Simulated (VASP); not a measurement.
```yaml
crystal:
  lattice:
    - [2.80363, 0.00000, 0.00000]
    - [0.00000, 2.80363, 0.00000]
    - [0.00000, 0.00000, 2.80363]
  atoms:
    - { symbol: Al, position: [0.50000, 0.50000, 0.50000] }
    - { symbol: Fe, position: [0.00000, 0.00000, 0.00000] }
```

These are SCAN meta-GGA, VASP's PBE PAW potentials (set 64) (plane waves; VASP) values and carry that method's errors. Numerical set-up: 520 eV cut-off, 13×13×13 Γ-centred mesh, first-order Methfessel-Paxton smearing of 0.10 eV, potentials Al Fe.

Q: Give the stress tensor in GPa (positive for a compressed cell).

A: 
```
6.83  0.00  0.00
0.00  6.83  0.00
0.00  0.00  6.83
```
The pressure is its mean diagonal, 6.83 GPa.

The compound is FeAl in the CsCl type structure. This cell is one point of a volume scan, at 0.97 of the reference volume. The run is not spin-polarised, so no magnetic state was tried. The electron count is odd and the run is not spin-polarised, which forces a metal.
